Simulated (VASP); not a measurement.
OSZICAR of a VASP run on NaF (rock salt):

**OSZICAR**
```
       N       E                     dE             d eps       ncg     rms          rms(c)
DAV:   1     0.116785190775E+03    0.11679E+03   -0.82357E+03  1051   0.150E+03
DAV:   2     0.165999893843E+01   -0.11513E+03   -0.10697E+03  1112   0.362E+02
DAV:   3    -0.522283468282E+01   -0.68828E+01   -0.68583E+01  1223   0.914E+01
DAV:   4    -0.529311073423E+01   -0.70276E-01   -0.70263E-01  1127   0.983E+00
DAV:   5    -0.529389999262E+01   -0.78926E-03   -0.78925E-03  1190   0.108E+00    0.522E+00
DAV:   6    -0.446143443699E+01    0.83247E+00   -0.36829E+00  1235   0.178E+01    0.190E+00
DAV:   7    -0.445786885517E+01    0.35656E-02   -0.32349E-02  1046   0.282E+00    0.106E+00
DAV:   8    -0.446882102508E+01   -0.10952E-01   -0.40385E-02  1040   0.502E+00    0.145E-01
DAV:   9    -0.447055969132E+01   -0.17387E-02   -0.86678E-03  1115   0.104E+00    0.117E-01
DAV:  10    -0.447038546065E+01    0.17423E-03   -0.16382E-03  1118   0.568E-01    0.140E-02
DAV:  11    -0.447038602092E+01   -0.56026E-06   -0.38539E-05  1121   0.135E-01    0.899E-03
DAV:  12    -0.447038879395E+01   -0.27730E-05   -0.17802E-05  1070   0.453E-02    0.514E-03
DAV:  13    -0.447038869099E+01    0.10295E-06   -0.18244E-06  1094   0.171E-02    0.146E-03
DAV:  14    -0.447038863601E+01    0.54983E-07   -0.27080E-07  1166   0.818E-03
   1 F= -.44703886E+01 E0= -.44703886E+01  d E =-.644321E-22
```

Task: Which electronic solver shows in the log?

Result: It is blocked Davidson (ALGO = Normal, or the opening steps of other solvers). The INCAR had ALGO = Normal.

Task: Can the final energy be trusted as converged?

Result: The calculation finished and met its thresholds. It stopped with EDIFF = 1E-7, NELM = 100 (vdW-DF-cx, plane waves, VASP's PBE PAW potentials (set 64)).

The compound is NaF in the rock salt structure. This cell is one point of a volume scan, at 1.06 of the reference volume.
